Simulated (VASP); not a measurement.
# TiO2 (Rutile): time-dependent DFT spectra, part 4 of 4

Aim: the absorption of TiO2 (Rutile) from time-dependent DFT with and without exact exchange. The cell is of the rutile type, one of the forms listed for this formula. The start is a cell from a database of measured crystal structures.

VASP 6.6.1, plane waves and PAW; the level of theory is named at each step.

Still holding for the runs below: This run has no spin polarisation, although Ti can carry a moment.

So far, lowest excitation (eV): step 4 (casida equation on LDA, time-dependent LDA, Casida form) 1.78; step 5 (random-phase approximation on LDA, RPA spectrum on LDA) 1.78; step 9 (casida equation on HSE06, time-dependent HSE06, Casida form) 3.32.

### Step 10. Random-phase approximation on HSE06

This step: RPA spectrum on HSE06, no spin polarisation; plane waves and PAW (Ti_sv, O) (VASP 6.6.1).

With the exchange-correlation kernel off, only the local fields remain: the random-phase approximation.

The input, INCAR:

```
SYSTEM = TiO2
PREC = Accurate
ENCUT = 420
ISMEAR = 0
SIGMA = 0.01
LREAL = .FALSE.
LHFCALC = .TRUE.
AEXX = 0.25
GGA = PE
HFSCREEN = 0.2
LASPH = .TRUE.
NBANDS = 40
PRECFOCK = Fast
ALGO = TDHF
NBANDSO = 4
NBANDSV = 5
OMEGAMAX = 25
NEDOS = 1000
CSHIFT = 0.1
LWAVE = .FALSE.
LCHARG = .FALSE.
ANTIRES = 0
LFXC = .FALSE.
LADDER = .FALSE.
```

The input, POSCAR:

```
TiO2
1.0
    4.5922000000      0.0000000000      0.0000000000
    0.0000000000      4.5922000000      0.0000000000
    0.0000000000      0.0000000000      2.9574000000
Ti O
2 4
Direct
    0.5000000000      0.5000000000      0.5000000000
    0.0000000000      0.0000000000      0.0000000000
    0.8049600000      0.1950400000      0.5000000000
    0.6950400000      0.6950400000      0.0000000000
    0.1950400000      0.8049600000      0.5000000000
    0.3049600000      0.3049600000      0.0000000000
```

The input, KPOINTS:

```
Automatic mesh
0
Gamma
4 4 6
0 0 0
```

The projector-augmented-wave data sets are Ti_sv and O (PBE family, release 64).

Started as:

```bash
mpirun -np 8 vasp_std
```

What it wrote:

```text
[banner, memory and clock lines left out]
 LDA part: xc-table for (Slater+PW92), standard interpolation
 found WAVECAR, reading the header
 POSCAR, INCAR and KPOINTS ok, starting setup
 FFT: planning ... GRIDC
 FFT: planning ... GRID_SOFT
 FFT: planning ... GRID
 reading WAVECAR
 the WAVECAR file was read successfully
 initial charge from wavefunction
 available memory per node:     33.56 GB, setting MAXMEM to     34362

 Doing            0  frequencies on each core in blocks of            0
 parallelization over k-points
 Using distributed matrix
 Using distributed eigensolver
 allocating two-electron 4 orbital integral table    4    5    4    5
 BSE setting up matrix
 available memory per node:     33.54 GB, setting MAXMEM to     34341
 Calculate matrix elements of the BSE Hamiltonian:
 Workload is divided into blocks of two-electron 4 orbital integrals computed in
  parallel.
 Each block/integral has dimensions  of (   4,   5,   4,   5) orbitals
 Total number of blocks/integrals:                 4656
 Number of spins:                                     1
 Number of kpoints:                                  96
 Spin channel:                                        1
  Number of blocks of unoccupied bands:               1
  Number of blocks of occupied bands:                 1
 Number of rows/columns of blocks:                   96

                                                        Time (sec)
               Integrals                 Ranks       Real         CPU
  [         1 -        768/      4656]     8         0.50        0.00
  [       769 -       1536/      4656]     8         0.99        0.00
  [      1537 -       2304/      4656]     8         1.49        0.00
  [      2305 -       3072/      4656]     8         1.98        0.00
  [      3073 -       3840/      4656]     8         2.47        0.00
  [      3841 -       4608/      4656]     8         2.96        0.00
  [      4609 -       4656/      4656]     8         2.99        0.00

[... 7 parts as in an earlier step ...]
```

Elapsed: 6.6 s, on 8 MPI ranks of Intel Xeon 6975P-C (Granite Rapids), shared host; peak memory 2.2 GiB; 47 s of CPU time.

Parts of OUTCAR (step 10):

```text
   NELECT =      48.0000    total number of electrons

 E-fermi :   5.5883

[... 9 parts as in an earlier step ...]

[... 1 further part left out ...]
```

This step gave:

```
lowest excitation : 3.391 eV
```

The imaginary dielectric function has structure finer than the step of the table below, so its rows give means over 1 eV, whole bins alone (the curve runs from 0 to 25 eV). Peaks (eV: height): xx 4.6: 5.71, 5.4: 7.20; yy 4.6: 5.71, 5.4: 7.20; zz 4.5: 8.53, 5.5: 12.2.

From 4 filled and 5 empty bands alone, without any pair above OMEGAMAX = 25 eV, so strength is missing wherever others contribute; lines are broadened by CSHIFT, which also makes the tail under the first line. The imaginary dielectric function by photon energy; means over each step:

| photon energy (eV) | xx | yy | zz |
| --- | --- | --- | --- |
| 1 | 0.0136 | 0.0135 | 0.0173 |
| 2 | 0.0358 | 0.0358 | 0.0459 |
| 3 | 0.104 | 0.104 | 0.130 |
| 4 | 1.35 | 1.35 | 2.00 |
| 5 | 6.13 | 6.14 | 7.57 |
| 6 | 4.38 | 4.36 | 5.89 |
| 7 | 1.67 | 1.64 | 1.40 |
| 8 | 0.313 | 0.310 | 0.159 |
| 9 | 0.0479 | 0.0476 | 0.0483 |
| 10 | 0.0240 | 0.0239 | 0.0266 |
| 11 | 0.0147 | 0.0147 | 0.0168 |
| 12 | 0.00996 | 0.00990 | 0.0115 |
| 13 | 0.00713 | 0.00709 | 0.00830 |
| 14 | 0.00532 | 0.00528 | 0.00625 |
| 15 | 0.00409 | 0.00407 | 0.00482 |
| 16 | 0.00322 | 0.00321 | 0.00381 |
| 17 | 0.00260 | 0.00259 | 0.00309 |
| 18 | 0.00213 | 0.00213 | 0.00253 |
| 19 | 0.00177 | 0.00176 | 0.00211 |
| 20 | 0.00149 | 0.00149 | 0.00178 |
| 21 | 0.00126 | 0.00126 | 0.00151 |
| 22 | 0.00108 | 0.00108 | 0.00129 |
| 23 | 9.4e-4 | 9.4e-4 | 0.00112 |
| 24 | 8.2e-4 | 8.1e-4 | 9.7e-4 |

The lowest excitation lies at 3.391 eV, +0 meV against the direct gap of these orbitals. It is dark; the first state with over 2 % of the strongest strength among the lowest 40 lies at 3.825 eV. Peak heights aren't converged with the mesh, least of all at the onset.

### Step 11. Summary

This step: time-dependent LDA, HSE06; plane waves and PAW (VASP 6.6.1).

No new run; the numbers come from the runs before.

Cost is wall time times ranks on a shared host, for this step alone, without the steps before it. Excitations by level:

| level | first excitation (eV) | cost (core minutes) |
| --- | --- | --- |
| Casida equation on LDA | 1.781 | 0.53 |
| random phases on LDA | 1.782 | 0.64 |
| Casida equation on HSE06 | 3.316 | 0.8 |
| random phases on HSE06 | 3.391 | 0.88 |

### Step 12. Results

| Property | Result |
| --- | --- |
| Casida equation on LDA | lowest vertical excitation 1.781 eV; direct gap 1.781 eV |
| RPA on LDA | lowest vertical excitation 1.782 eV; direct gap 1.781 eV |
| Casida equation on HSE06 | lowest vertical excitation 3.316 eV; direct gap 3.391 eV |
| RPA on HSE06 | lowest vertical excitation 3.391 eV; direct gap 3.391 eV |

What this shows: Time-dependent HSE06 puts the lowest vertical singlet excitation at 3.316 eV, 0.07 eV below the direct gap of 3.391 eV; the states within 10 meV of it carry 0 % of the strength of the strongest such group among the lowest 40 states. The exchange-correlation kernel and the attraction move the centre of weight of eps2 xx over the computed range by -0.52 eV against the run in the random-phase approximation on HSE06, a shift that holds the same mesh error. The LDA kernel binds nothing: its lowest excitation, 1.781 eV, sits at the direct gap of 1.781 eV. The binding energy was not obtained: in a well-screened crystal the exciton spreads over many cells, and on this mesh its distance from the gap is set by the mesh and is far too large. On such a mesh the heights of single peaks aren't converged either. For the hybrids, on a mesh this coarse most of the distance from the gap can come from the q = 0 term of the exact exchange, which falls with the number of k points, so it doesn't show which functional binds an exciton. These are vertical excitations; an indirect gap can lie lower. Direct gaps by functional: 1.781 eV at LDA and 3.391 eV at HSE06. Exact exchange widens them. Only the bands set by NBANDSO and NBANDSV form pairs, and any pair above OMEGAMAX = 25 eV is dropped, so the spectrum is that of this window; the window can cut degenerate bands, and the ratio of directions in the curves is that of the window, not of the crystal. The given cell is kept, although it stands at -11.3 GPa at LDA and ENCUT = 420 eV, which holds the mismatch of the given cell with this functional and any basis-set error. Not tabulated here, as repeats of values shown or as unfit to read for their mesh, reference level or band range: eps2 curves (empty bands); eps1 curves and static values (Casida equation, empty bands, random phases); line lists of runs without attraction (Casida equation, random phases); gaps (empty bands); exciton binding energies (Casida equation).

[Lines on the potential files, build, host, timing and source positions are cut from VASP's logs without a mark.]

[Logs are printed without paths, hosts, clocks, repeated set-up lines and the standing remarks that a program may print on its own settings, such as how far it seeks lower states.]

[Hosts, paths, dates, database ids (printed as entryN), source tags and the programs' standing remarks are cut or masked in the printed files.]

[Pressures printed for these runs are not shown converged in the cutoff: they can be off by several GPa and have the wrong sign.]
